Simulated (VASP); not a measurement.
Here is the system:

```
CELL_PARAMETERS angstrom
      4.66878     0.00000     0.00000
      0.00000     4.66878     0.00000
      0.00000     0.00000     4.66878
ATOMIC_POSITIONS crystal
  Cs 0.00000 0.00000 0.00000
  I  0.50000 0.50000 0.50000
```

These are PBE GGA, VASP's PBE PAW potentials (set 64) (plane waves; VASP 6.6.1) values and carry that method's errors. Run with 480 eV cut-off, 6×6×6 Γ-centred mesh, Gaussian smearing of 0.050 eV, potentials Cs_sv I.

Unless said otherwise, spin-orbit coupling is left out, though it shifts the bands of the heavy elements here.

Question: What does the run give for the energy per atom (σ→0), band gap (on the k-mesh) with the smallest direct gap where there is one?

Answer: 
- band gap (on the k-mesh): 3.67 eV
- smallest direct gap (on the k-mesh): 3.77 eV
- energy per atom (σ→0): -2.721 eV/atom

The compound is CsI in the CsCl type structure. It was relaxed first, which changed the volume by +7 %.
